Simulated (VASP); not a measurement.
A run of VASP 6.6.1:

Contents of INCAR:

```
SYSTEM = LiN2F
ALGO     = Normal         ! electronic algorithm
EDIFF    = 1E-6           ! SCF threshold, eV
ENCUT    = 520            ! plane-wave cutoff, eV
GGA      = PE             ! functional
ISIF     = 2              ! what is computed and relaxed
ISMEAR   = -1             ! smearing method
IVDW     = 12             ! dispersion correction
LASPH    = .True.         ! aspherical terms in the spheres
LCHARG   = .True.         ! write CHGCAR
LELF     = .True.         ! ELF
LREAL    = .False.        ! projectors in reciprocal space
LVHAR    = .True.       
LWAVE    = .False.        ! write WAVECAR
NBANDS   = 42             ! bands
NELM     = 100            ! most SCF steps
PREC     = Accurate       ! precision mode
SIGMA    = 0.02           ! smearing width, eV
```

Contents of KPOINTS:

```
k-points
0
Gamma
  1 1 1
  0 0 0
```

The input POSCAR:

```
LiN2F
1.0
    6.3163600000      0.0000000000      0.0000000000
    0.0000000000      6.3163600000      0.0000000000
    0.0000000000      0.0000000000      6.3163600000
N Li F
6 3 3
Direct
    0.5434617406      0.4190071497      0.2658176545
    0.5064309191      0.3179046159      0.4064366186
    0.0698028611      0.7203357630      0.1511946754
    0.0955455357      0.6646232957      0.3145640844
    0.5153284487      0.7834733929      0.7005458840
    0.6781595729      0.7553401009      0.6357934000
    0.1210982275      0.1789638336     -0.0567415410
    1.0758728128      1.1812974561      0.5058609706
    1.0981166368      0.6847614765      0.7684489168
    0.0490314042      0.1567041777      0.2198101438
    1.0856569290      0.9536505202      0.7102508407
    1.1246667384      0.4373879893      0.7150162435
```

Potentials or basis: VASP PAW PBE potentials, release 64 (N, Li_sv, F).

Launch:

```sh
$ cat potpaw_PBE.64/N/POTCAR potpaw_PBE.64/Li_sv/POTCAR potpaw_PBE.64/F/POTCAR > POTCAR
$ mpirun -np 1 vasp_gam > vasp.out
```

Hardware: 1 thread of Intel(R) Xeon(R) 6975P-C (Granite Rapids), with other jobs on the host.

**Question.** How long does it take, and how much memory?

**Answer.** Run time: 17 s on 1 thread of Intel(R) Xeon(R) 6975P-C (Granite Rapids), on a shared host, peak memory 0.31 GiB. Counts: scf iterations 16, k points 1.
